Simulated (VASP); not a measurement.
Crystal: P.

```
CELL_PARAMETERS angstrom
1.65820 -5.24200 0.00000
1.65820 5.24200 0.00000
0.00000 0.00000 4.37930
ATOMIC_POSITIONS crystal
P 0.89838 0.10162 0.08068
P 0.60162 0.39838 0.58068
P 0.10162 0.89838 0.91932
P 0.39838 0.60162 0.41932
```

* Program: VASP 6.6.1
* Task: relaxation of cell and atoms
* Functional: PBE
* Dispersion: D3(BJ)
* Potentials or basis: VASP PAW PBE potentials, release 64 (P)
* Cutoff: 700 eV
* k mesh: 10 × 10 × 8
* Occupations: gaussian, width 0.02 eV
* Spin: no spin polarisation

At the start: pressure -1.4 GPa; volume 19.03 Å³/atom.

Task: Where does the relaxation end?

Result: Over 17 steps the energy falls by 8.1 meV/atom and the volume is 17.67 Å³/atom (-7.2 %); space group Cmce (No. 64, to 0.05 Å).

The path:
| step | energy change (eV) | largest force (eV/Å) | pressure (GPa) | volume (Å³) |
| --- | --- | --- | --- | --- |
| 1 | 0.0000 | 0.0681 | -1.39 | 76.13 |
| 2 | -0.0079 | 0.2260 | 0.37 | 74.32 |
| 3 | -0.0080 | 0.2036 | 0.15 | 74.54 |
| 4 | -0.0152 | 0.1178 | 0.01 | 73.89 |
| 5 | -0.0196 | 0.0630 | -0.13 | 72.94 |
| 6 | -0.0259 | 0.0493 | -0.15 | 72.34 |
| 7 | -0.0321 | 0.0150 | -0.15 | 70.98 |
| 8 | -0.0321 | 0.0128 | -0.15 | 70.89 |
| 9 | -0.0321 | 0.0366 | 0.13 | 70.61 |
| 10 | -0.0322 | 0.0156 | 0.01 | 70.74 |
| 11 | -0.0322 | 0.0054 | 0.00 | 70.70 |
| 12 | -0.0323 | 0.0040 | 0.00 | 70.69 |
| 13 | -0.0323 | 0.0018 | -0.01 | 70.69 |
| 14 | -0.0323 | 0.0034 | -0.01 | 70.69 |
| 15 | -0.0323 | 0.0020 | 0.00 | 70.69 |
| 16 | -0.0323 | 0.0029 | 0.00 | 70.68 |
| 17 | -0.0323 | 0.0017 | 0.00 | 70.67 |

Final structure:
```
CELL_PARAMETERS angstrom
1.65822 -5.10076 0.00000
1.65822 5.10076 0.00000
0.00000 0.00000 4.17786
ATOMIC_POSITIONS crystal
P 0.89402 0.10598 0.07287
P 0.60598 0.39402 0.57287
P 0.10598 0.89402 0.92713
P 0.39402 0.60598 0.42713
```

Caveat: pairwise dispersion overbinds metals, which lowers pressure and volume.
